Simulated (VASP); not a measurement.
Given:

```yaml
crystal:
  lattice:
    - [0.00000, 2.78021, 2.78021]
    - [2.78021, 0.00000, 2.78021]
    - [2.78021, 2.78021, 0.00000]
  atoms:
    - { symbol: Cd, position: [0.00000, 0.00000, 0.00000] }
    - { symbol: F, position: [0.25000, 0.25000, 0.25000] }
    - { symbol: F, position: [0.75000, 0.75000, 0.75000] }
```

Level of theory: PBE GGA with D4 dispersion, VASP's PBE PAW potentials (set 64) (plane waves; VASP 6.6.1). Run with 520 eV cut-off, 7×7×7 Γ-centred mesh, Gaussian smearing of 0.050 eV, potentials Cd F.

Problem. Estimate the energy per atom (σ→0), pressure.

Solution. 
The energy per atom (σ→0) is -3.792 eV/atom. The pressure comes out as -4.94 GPa.

The absolute energy has meaning only against runs of the same code, potentials and settings.

The compound is CdF2 in the fluorite structure. This cell is one point of a volume scan, at 1.06 of the reference volume.
